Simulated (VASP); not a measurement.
Level of theory: PBE GGA, VASP's PBE PAW potentials (set 64) (plane waves; VASP).

A VASP calculation is set up with these files.

**POSCAR**
```
Rh
1
    0.0000000000     1.9380000000     1.9380000000
    1.9380000000     0.0000000000     1.9380000000
    1.9380000000     1.9380000000     0.0000000000
Rh
1
Direct
  0.0000000000   0.0000000000   0.0000000000
```

INCAR:
```
# general
SYSTEM  = Rh
PREC    = Accurate
ENCUT   = 400   # plane-wave cut-off (eV)
LREAL   = .FALSE.   # projection in real space or not
LASPH   = .TRUE.

# electronic loop
EDIFF   = 1E-6   # SCF stop (eV)
NELM    = 100
ALGO    = Normal
LMAXMIX = 4   # l cut-off of mixed one-centre charges

# smearing
ISMEAR  = 1   # Methfessel-Paxton
SIGMA   = 0.1

# functional
GGA     = PE   # PBE

# ions
ISIF    = 2   # forces and stress, cell fixed

# output
LWAVE   = .FALSE.
LCHARG  = .FALSE.
```

### KPOINTS
```
Automatic mesh
0
Gamma
12 12 12
0 0 0
```

POTCAR, in this order: Rh_pv (PBE.64 set). Program: vasp_std.

Q: What will the output report for the number of irreducible k-points (NKPTS), number of bands (NBANDS), largest plane-wave count, number of space-group operations, FFT grid (NGX, NGY, NGZ)?

A: 
| Quantity | Value |
|---|---|
| number of irreducible k-points (NKPTS) | 72 |
| number of bands (NBANDS) | 11 |
| largest plane-wave count | 275 |
| number of space-group operations | 48 |
| FFT grid (NGX, NGY, NGZ) | 18 × 18 × 18 |

The compound is Rh in the fcc structure. The cell was not relaxed at this level.
